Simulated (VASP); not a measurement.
Input for VASP

POSCAR:
```
BP
1.0
  0.0000000000   2.2247260399   2.2247260399
  2.2247260399   0.0000000000   2.2247260399
  2.2247260399   2.2247260399   0.0000000000
B P
1 1
Cartesian
  0.0000000000   0.0000000000   0.0000000000
  1.1123630200   1.1123630200   1.1123630200
```

KPOINTS:
```
kpoints
0
Gamma
 10 10 10
0 0 0
```

### INCAR
```
! general
SYSTEM =BP
PREC   =Accurate
ENCUT  =620
LREAL  =.FALSE.
LASPH  =.TRUE.

! electronic loop
EDIFF  =1E-6
NELM   =100
ALGO   =Normal

! smearing
ISMEAR =0
SIGMA  =0.05

! ions
IBRION =2
NSW    =40
ISIF   =3
EDIFFG =-0.02
PSTRESS=50

! output
LWAVE  =.FALSE.
LCHARG =.FALSE.
```

POTCAR, in this order: B P (LDA.64 set). Program: vasp_std.

### Question
Translate this LDA calculation to Ansatz.

### Answer
One equivalent input (not run):
Ansatz 0.2 input:
```yaml
crystal:
  lattice:
    - [0.0000000, 2.2247260, 2.2247260]
    - [2.2247260, 0.0000000, 2.2247260]
    - [2.2247260, 2.2247260, 0.0000000]
  atoms:
    - { symbol: B, position: [0.0000000, 0.0000000, 0.0000000] }
    - { symbol: P, position: [0.2500000, 0.2500000, 0.2500000] }
kpoints:
  mp_grid: { grid: [10, 10, 10] }
hamiltonian:
  xc: lda
  pseudopotentials: { kind: paw }
scf:
  occupations: { method: gaussian, width: 0.05 }
  max_iter: 100
relax:
  max_steps: 40
  f_tol: 0.02
  cell: { p_target: 5 }
output: { forces: true, stress: true, eigenvalues: true }
```
Limits of the translation: each code has its own PAW files, so the cut-off isn't converted (ENCUT is set for VASP's; basis.ecutwfc is left out, and Ansatz then takes the one that its files recommend); Ansatz stops its SCF on the density residual and VASP on the energy change (EDIFF); Ansatz's lda is the Perdew-Wang form, while the LDA potentials of VASP carry Perdew-Zunger's.

The compound is BP in the zinc blende structure. It was relaxed first under an external pressure of 5 GPa.
